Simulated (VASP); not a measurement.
OSZICAR of a VASP run on Ag (relaxed from the beta-Sn structure, space group I4_1/amd):

OSZICAR:
```
       N       E                     dE             d eps       ncg     rms          rms(c)
DAV:   1     0.100458051866E+03    0.10046E+03   -0.10000E+04  6224   0.115E+03
DAV:   2    -0.553816048231E+01   -0.10600E+03   -0.10192E+03  6300   0.259E+02
DAV:   3    -0.664620631006E+01   -0.11080E+01   -0.11068E+01  6860   0.322E+01
DAV:   4    -0.664941594516E+01   -0.32096E-02   -0.32096E-02  6811   0.164E+00
DAV:   5    -0.664944744571E+01   -0.31501E-04   -0.31499E-04  7105   0.167E-01    0.776E+00
DAV:   6    -0.604511528522E+01    0.60433E+00   -0.20330E+00  6062   0.156E+01    0.476E+00
DAV:   7    -0.602550373988E+01    0.19612E-01   -0.20871E-02  6860   0.131E+00    0.267E+00
DAV:   8    -0.601764222826E+01    0.78615E-02   -0.14309E-03  6307   0.367E-01    0.117E-01
DAV:   9    -0.601765931551E+01   -0.17087E-04   -0.33619E-05  7301   0.520E-02    0.189E-02
DAV:  10    -0.601766664049E+01   -0.73250E-05   -0.44719E-06  6587   0.224E-02    0.224E-03
DAV:  11    -0.601766673407E+01   -0.93575E-07   -0.13901E-07  3780   0.385E-03
   1 F= -.60176667E+01 E0= -.60174919E+01  d E =-.601767E+01
       N       E                     dE             d eps       ncg     rms          rms(c)
DAV:   1    -0.654106409322E+01   -0.52340E+00   -0.12848E+01  6223   0.359E+01    0.438E+00
DAV:   2    -0.610356479928E+01    0.43750E+00   -0.10876E+00  6286   0.120E+01    0.176E+00
DAV:   3    -0.605500216604E+01    0.48563E-01   -0.44322E-02  6531   0.211E+00    0.106E+00
DAV:   4    -0.604045447045E+01    0.14548E-01   -0.22255E-02  6405   0.142E+00    0.197E-01
DAV:   5    -0.604056798033E+01   -0.11351E-03   -0.14012E-03  6797   0.380E-01    0.965E-02
DAV:   6    -0.604054246602E+01    0.25514E-04   -0.12481E-04  6447   0.121E-01    0.114E-02
DAV:   7    -0.604054239540E+01    0.70623E-07   -0.12135E-06  4718   0.118E-02
   2 F= -.60405424E+01 E0= -.60406401E+01  d E =-.228757E-01
       N       E                     dE             d eps       ncg     rms          rms(c)
DAV:   1    -0.605435897493E+01   -0.13817E-01   -0.32619E-01  6209   0.561E+00    0.686E-01
DAV:   2    -0.604295303718E+01    0.11406E-01   -0.30105E-02  6265   0.195E+00    0.257E-01
DAV:   3    -0.604174108111E+01    0.12120E-02   -0.96546E-04  6580   0.300E-01    0.146E-01
DAV:   4    -0.604137762289E+01    0.36346E-03   -0.58165E-04  6433   0.227E-01    0.310E-02
DAV:   5    -0.604138230121E+01   -0.46783E-05   -0.29656E-05  6685   0.561E-02    0.117E-02
DAV:   6    -0.604138242330E+01   -0.12209E-06   -0.19993E-06  3989   0.149E-02
   3 F= -.60413824E+01 E0= -.60415176E+01  d E =-.237157E-01
       N       E                     dE             d eps       ncg     rms          rms(c)
DAV:   1    -0.610690297872E+01   -0.65521E-01   -0.13425E+00  6111   0.119E+01    0.158E+00
DAV:   2    -0.604794367847E+01    0.58959E-01   -0.17792E-01  6090   0.470E+00    0.524E-01
DAV:   3    -0.604408718723E+01    0.38565E-02   -0.37599E-03  6461   0.565E-01    0.320E-01
DAV:   4    -0.604284831362E+01    0.12389E-02   -0.19961E-03  6307   0.413E-01    0.515E-02
DAV:   5    -0.604286187999E+01   -0.13566E-04   -0.97375E-05  6517   0.107E-01    0.258E-02
DAV:   6    -0.604286336237E+01   -0.14824E-05   -0.75675E-06  6657   0.271E-02    0.289E-03
DAV:   7    -0.604286322098E+01    0.14139E-06   -0.10300E-07  3262   0.330E-03
   4 F= -.60428632E+01 E0= -.60429887E+01  d E =-.148080E-02
       N       E                     dE             d eps       ncg     rms          rms(c)
DAV:   1    -0.604834037004E+01   -0.54770E-02   -0.10977E-01  6104   0.343E+00    0.453E-01
DAV:   2    -0.604359304745E+01    0.47473E-02   -0.14026E-02  6097   0.133E+00    0.157E-01
DAV:   3    -0.604326418563E+01    0.32886E-03   -0.33209E-04  6489   0.171E-01    0.974E-02
DAV:   4    -0.604315439323E+01    0.10979E-03   -0.16262E-04  6293   0.118E-01    0.147E-02
DAV:   5    -0.604315519617E+01   -0.80293E-06   -0.98481E-06  6636   0.336E-02
   5 F= -.60431552E+01 E0= -.60432794E+01  d E =-.177277E-02
       N       E                     dE             d eps       ncg     rms          rms(c)
DAV:   1    -0.604322771953E+01   -0.73326E-04   -0.15675E-03  6118   0.407E-01    0.554E-02
DAV:   2    -0.604315501545E+01    0.72704E-04   -0.21286E-04  6132   0.163E-01    0.191E-02
DAV:   3    -0.604315081297E+01    0.42025E-05   -0.48298E-06  6353   0.205E-02    0.118E-02
DAV:   4    -0.604315009133E+01    0.72164E-06   -0.23867E-06  5660   0.144E-02
   6 F= -.60431501E+01 E0= -.60432740E+01  d E =-.176767E-02
       N       E                     dE             d eps       ncg     rms          rms(c)
DAV:   1    -0.604316860878E+01   -0.17796E-04   -0.31866E-04  6118   0.185E-01    0.247E-02
DAV:   2    -0.604315512341E+01    0.13485E-04   -0.41739E-05  6125   0.723E-02    0.833E-03
DAV:   3    -0.604315393361E+01    0.11898E-05   -0.91744E-07  3542   0.913E-03    0.517E-03
DAV:   4    -0.604315327251E+01    0.66110E-06   -0.52183E-07  3304   0.699E-03
   7 F= -.60431533E+01 E0= -.60432772E+01  d E =-.177085E-02
       N       E                     dE             d eps       ncg     rms          rms(c)
DAV:   1    -0.604340211265E+01   -0.24818E-03   -0.53919E-03  6195   0.743E-01    0.944E-02
DAV:   2    -0.604318777145E+01    0.21434E-03   -0.59315E-04  6230   0.275E-01    0.337E-02
DAV:   3    -0.604317100259E+01    0.16769E-04   -0.15517E-05  6545   0.382E-02    0.202E-02
DAV:   4    -0.604316684043E+01    0.41622E-05   -0.86977E-06  6426   0.277E-02    0.368E-03
DAV:   5    -0.604316698438E+01   -0.14395E-06   -0.43300E-07  3094   0.713E-03
   8 F= -.60431670E+01 E0= -.60432949E+01  d E =-.137119E-04
```

Task: Which electronic solver shows in the log?

Result: It is blocked Davidson (ALGO = Normal, or the opening steps of other solvers). The INCAR had ALGO = Normal.

Task: Can the final energy be trusted as converged?

Result: The calculation finished and met its thresholds. It stopped with EDIFF = 1E-6, NELM = 100, NSW = 60 and EDIFFG = -0.01 after 8 ionic steps (PBEsol GGA, plane waves, VASP's PBE PAW potentials (set 64)).

The structure was generated: Ag was put into the beta-Sn type (I4_1/amd), which need not be its known phase. This run relaxes it. Symmetry was kept, so distortions that lower it aren't found.
